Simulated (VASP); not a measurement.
Level of theory: PBE GGA with D3 dispersion (Becke-Johnson damping), VASP's PBE PAW potentials (set 64) (plane waves; VASP 6.6.1).

VASP input:

KPOINTS:
```
Automatic mesh
0
Gamma
11 11 11
0 0 0
```

**INCAR**
```
# general
SYSTEM  =  CaO
PREC    =  Accurate
ENCUT   =  520
LREAL   =  F
LASPH   =  T   # aspherical one-centre terms

# electronic loop
EDIFF   =  1E-7
NELM    =  100   # most electronic steps
ALGO    =  Normal

# smearing
ISMEAR  =  -5

# functional
GGA     =  PE
IVDW    =  12   # D3, Becke-Johnson

# ions
ISIF    =  2

# output
LWAVE   =  F
LCHARG  =  T
LORBIT  =  11
NEDOS   =  601   # DOS grid
```

POSCAR:
```
CaO
3.3886480
  0.0000000000   0.7071067661   0.7071067661
  0.7071067661   0.0000000000   0.7071067661
  0.7071067661   0.7071067661   0.0000000000
Ca O
1 1
direct
  0.0000000000   0.0000000000   0.0000000000
  0.5000000000   0.5000000000   0.5000000000
```

POTCAR, in this order: Ca_sv O (PBE.64 set). Program: vasp_std.

The run wrote:

**OSZICAR**
```
       N       E                     dE             d eps       ncg     rms          rms(c)
DAV:   1     0.132481890811E+03    0.13248E+03   -0.88200E+03  1344   0.138E+03
DAV:   2    -0.744533316311E+01   -0.13993E+03   -0.13209E+03  1520   0.337E+02
DAV:   3    -0.142685140478E+02   -0.68232E+01   -0.67680E+01  1716   0.773E+01
DAV:   4    -0.145071138031E+02   -0.23860E+00   -0.23840E+00  1968   0.134E+01
DAV:   5    -0.145095063432E+02   -0.23925E-02   -0.23923E-02  1680   0.141E+00    0.857E+00
DAV:   6    -0.128369635282E+02    0.16725E+01   -0.86550E+00  1564   0.276E+01    0.361E+00
DAV:   7    -0.127976442265E+02    0.39319E-01   -0.70881E-01  1876   0.832E+00    0.174E+00
DAV:   8    -0.127984053199E+02   -0.76109E-03   -0.80656E-02  1432   0.326E+00    0.438E-01
DAV:   9    -0.127962104186E+02    0.21949E-02   -0.25209E-02  1708   0.133E+00    0.133E-01
DAV:  10    -0.127966395825E+02   -0.42916E-03   -0.21875E-03  1456   0.474E-01    0.250E-02
DAV:  11    -0.127966955074E+02   -0.55925E-04   -0.35091E-04  1884   0.156E-01    0.296E-02
DAV:  12    -0.127966813441E+02    0.14163E-04   -0.58075E-05  1548   0.838E-02    0.456E-03
DAV:  13    -0.127966812713E+02    0.72825E-07   -0.40886E-06  1816   0.200E-02    0.926E-04
DAV:  14    -0.127966811531E+02    0.11817E-06   -0.16773E-07  1536   0.445E-03    0.315E-04
DAV:  15    -0.127966812347E+02   -0.81545E-07   -0.29891E-08   828   0.222E-03
   1 F= -.13346021E+02 E0= -.13346021E+02  d E =0.000000E+00
```

OUTCAR:
```
------------------------ aborting loop because EDIFF is reached ----------------------------------------
 Edisp (eV)   -0.54934
  FORCE on cell =-STRESS in cart. coord.  units (eV):
  Direction    XX          YY          ZZ          XY          YZ          ZX
  --------------------------------------------------------------------------------------
  Total      -0.00024    -0.00024    -0.00024     0.00000    -0.00000    -0.00000
  in kB      -0.01392    -0.01392    -0.01392     0.00000    -0.00000    -0.00000
  external pressure =       -0.01 kB  Pullay stress =        0.00 kB
  volume of cell :       27.51
      direct lattice vectors                 reciprocal lattice vectors
     0.000000000  2.396135929  2.396135929    -0.208669297  0.208669297  0.208669297
     2.396135929  0.000000000  2.396135929     0.208669297 -0.208669297  0.208669297
     2.396135929  2.396135929  0.000000000     0.208669297  0.208669297 -0.208669297
  FREE ENERGIE OF THE ION-ELECTRON SYSTEM (eV)
  ---------------------------------------------------
  free  energy   TOTEN  =       -13.3460214590 eV

  energy  without entropy=      -13.3460214590  energy(sigma->0) =      -13.34602146

 total charge

# of ion       s       p       d       tot
------------------------------------------
    1        2.042   5.883   0.305   8.230
    2        1.550   3.456   0.000   5.006
--------------------------------------------------
tot          3.592   9.339   0.305  13.236
```
(Selected blocks of OUTCAR.)

The compound is CaO in the rock salt structure. It was relaxed first.
